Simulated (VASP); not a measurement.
OSZICAR of a VASP run on MnF2 (rutile):

**OSZICAR**
```
       N       E                     dE             d eps       ncg     rms          rms(c)
DAV:   1     0.733626813594E+03    0.73363E+03   -0.31550E+04  3144   0.192E+03
DAV:   2     0.445863284402E+02   -0.68904E+03   -0.66524E+03  3432   0.554E+02
DAV:   3    -0.266671488439E+02   -0.71253E+02   -0.70580E+02  3464   0.187E+02
DAV:   4    -0.285342348151E+02   -0.18671E+01   -0.18589E+01  3608   0.306E+01
DAV:   5    -0.285669955732E+02   -0.32761E-01   -0.32755E-01  3320   0.448E+00    0.206E+01
DAV:   6    -0.250129593192E+02    0.35540E+01   -0.22614E+01  3680   0.358E+01    0.145E+01
DAV:   7    -0.251444719857E+02   -0.13151E+00   -0.19261E+00  3216   0.103E+01    0.103E+01
DAV:   8    -0.248635354278E+02    0.28094E+00   -0.10618E+00  3112   0.946E+00    0.364E+00
DAV:   9    -0.252131946375E+02   -0.34966E+00   -0.33062E-01  3600   0.613E+00    0.137E+00
DAV:  10    -0.252168164487E+02   -0.36218E-02   -0.36046E-02  3288   0.127E+00    0.206E-01
DAV:  11    -0.252172063202E+02   -0.38987E-03   -0.10219E-03  3512   0.289E-01    0.751E-02
DAV:  12    -0.252176555612E+02   -0.44924E-03   -0.27756E-04  3216   0.110E-01    0.543E-02
DAV:  13    -0.252177194602E+02   -0.63899E-04   -0.69039E-05  3536   0.475E-02    0.148E-02
DAV:  14    -0.252177365045E+02   -0.17044E-04   -0.16732E-05  3272   0.264E-02    0.700E-03
DAV:  15    -0.252177385752E+02   -0.20707E-05   -0.14844E-06  2368   0.859E-03    0.345E-03
DAV:  16    -0.252177389945E+02   -0.41922E-06   -0.13872E-06  2080   0.726E-03
   1 F= -.25217739E+02 E0= -.25217739E+02  d E =-.252177E+02  mag=     0.0000
       N       E                     dE             d eps       ncg     rms          rms(c)
DAV:   1    -0.253283099812E+02   -0.11057E+00   -0.28255E+00  3304   0.158E+01    0.290E+00
DAV:   2    -0.252242822388E+02    0.10403E+00   -0.34227E-01  3320   0.447E+00    0.180E+00
DAV:   3    -0.252231833742E+02    0.10989E-02   -0.30239E-02  3600   0.155E+00    0.656E-01
DAV:   4    -0.252217864088E+02    0.13970E-02   -0.22943E-03  3656   0.350E-01    0.427E-01
DAV:   5    -0.252212616380E+02    0.52477E-03   -0.79200E-04  3168   0.235E-01    0.126E-01
DAV:   6    -0.252212931490E+02   -0.31511E-04   -0.13175E-04  3528   0.119E-01    0.143E-02
DAV:   7    -0.252212986416E+02   -0.54926E-05   -0.11631E-05  3344   0.247E-02    0.747E-03
DAV:   8    -0.252212979155E+02    0.72608E-06   -0.88219E-07  2032   0.802E-03
   2 F= -.25221298E+02 E0= -.25221298E+02  d E =-.355892E-02  mag=     0.0000
       N       E                     dE             d eps       ncg     rms          rms(c)
DAV:   1    -0.252224979546E+02   -0.11993E-02   -0.29927E-02  3320   0.161E+00    0.299E-01
DAV:   2    -0.252213764044E+02    0.11216E-02   -0.37723E-03  3352   0.466E-01    0.182E-01
DAV:   3    -0.252213739205E+02    0.24839E-05   -0.33148E-04  3584   0.162E-01    0.669E-02
DAV:   4    -0.252213544261E+02    0.19494E-04   -0.22574E-05  3768   0.342E-02    0.430E-02
DAV:   5    -0.252213501224E+02    0.43036E-05   -0.82143E-06  3192   0.237E-02    0.126E-02
DAV:   6    -0.252213501192E+02    0.31878E-08   -0.12556E-06  2592   0.117E-02
   3 F= -.25221350E+02 E0= -.25221350E+02  d E =-.361112E-02  mag=     0.0000
       N       E                     dE             d eps       ncg     rms          rms(c)
DAV:   1    -0.252213838119E+02   -0.33690E-04   -0.91059E-04  3336   0.281E-01    0.522E-02
DAV:   2    -0.252213499791E+02    0.33833E-04   -0.11475E-04  3368   0.811E-02    0.318E-02
DAV:   3    -0.252213506578E+02   -0.67869E-06   -0.99742E-06  3552   0.281E-02
   4 F= -.25221351E+02 E0= -.25221351E+02  d E =-.361166E-02  mag=     0.0000
       N       E                     dE             d eps       ncg     rms          rms(c)
DAV:   1    -0.252214832292E+02   -0.13325E-03   -0.88406E-02  3072   0.206E+00    0.105E-01
DAV:   2    -0.252215656671E+02   -0.82438E-04   -0.22897E-03  3216   0.328E-01    0.565E-02
DAV:   3    -0.252215607265E+02    0.49406E-05   -0.55257E-05  3664   0.661E-02    0.281E-02
DAV:   4    -0.252215559815E+02    0.47450E-05   -0.48517E-06  3384   0.178E-02    0.161E-02
DAV:   5    -0.252215556801E+02    0.30144E-06   -0.15483E-06  1936   0.107E-02
   5 F= -.25221556E+02 E0= -.25221556E+02  d E =-.205022E-03  mag=     0.0000
       N       E                     dE             d eps       ncg     rms          rms(c)
DAV:   1    -0.252214646867E+02    0.91295E-04   -0.31956E-01  3072   0.392E+00    0.199E-01
DAV:   2    -0.252217719570E+02   -0.30727E-03   -0.82942E-03  3184   0.624E-01    0.106E-01
DAV:   3    -0.252217554960E+02    0.16461E-04   -0.19624E-04  3680   0.126E-01    0.505E-02
DAV:   4    -0.252217415374E+02    0.13959E-04   -0.17233E-05  3632   0.335E-02    0.293E-02
DAV:   5    -0.252217399127E+02    0.16247E-05   -0.58060E-06  3200   0.197E-02    0.122E-02
DAV:   6    -0.252217403131E+02   -0.40034E-06   -0.82049E-07  1696   0.778E-03
   6 F= -.25221740E+02 E0= -.25221740E+02  d E =-.389655E-03  mag=     0.0000
```

Which electronic solver shows in the log?

It is blocked Davidson (ALGO = Normal, or the opening steps of other solvers). The INCAR had ALGO = Normal.

How was spin treated?

Collinear spin (ISPIN = 2): the summary line carries one mag value, 0.00 μB in the cell.

Can the final energy be trusted as converged?

The calculation finished and met its thresholds. It stopped with EDIFF = 1E-6, NELM = 100, NSW = 60 and EDIFFG = -0.02 after 6 ionic steps (vdW-DF-cx, plane waves, VASP's PBE PAW potentials (set 64)).

The compound is MnF2 in the rutile structure. This run relaxes it. Symmetry was kept, so distortions that lower it aren't found.
